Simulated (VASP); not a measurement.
A run of VASP 6.6.1 is set up as follows.

File INCAR:

```
PREC = Accurate
ENCUT = 520
EDIFF = 1E-6
ISMEAR = 0
SIGMA = 0.1
LREAL = F
LASPH = T
NELM = 100
ALGO = Fast
ISIF = 2
LWAVE = F
LCHARG = F
GGA = PE
NBANDS = 24
```

KPOINTS

```
regular mesh
0
Gamma
  4 4 4
```

File POSCAR:

```
ZnBr3
1.0
    4.8314920881      0.0000000000      0.0000000000
    0.0000000000      4.8314920881      0.0000000000
    0.0000000000      0.0000000000      8.0440798264
Zn Br
1 3
Direct
    0.0000000000      0.0000000000      0.0000000000
    0.0000000000      0.0000000000      0.2747502177
    0.0000000000      0.0000000000      0.7252497823
    0.5000000000      0.5000000000      0.5000000000
```

Potentials or basis: VASP PAW PBE potentials, release 64 (Zn, Br).

Run with:

```bash
$ cat potpaw_PBE.64/Zn/POTCAR potpaw_PBE.64/Br/POTCAR > POTCAR
$ mpirun -np 1 vasp_std > vasp.out
```

Question: What does it give for the largest force?

Answer: 0.046 eV/Å.

Question: Estimate the band gap on the k mesh.

Answer: None (metal or under the smearing width).

Question: Estimate the pressure.

Answer: 0.1 GPa.

Forces in eV/Å, atoms in the order of the input:
```
Zn   0.000  0.000  0.000
Br   0.000  0.000  0.046
Br   0.000  0.000 -0.046
Br   0.000  0.000  0.000
```

Caveat: an odd number of electrons without spin polarisation forces a metal; a magnetic or distorted state may lie lower.
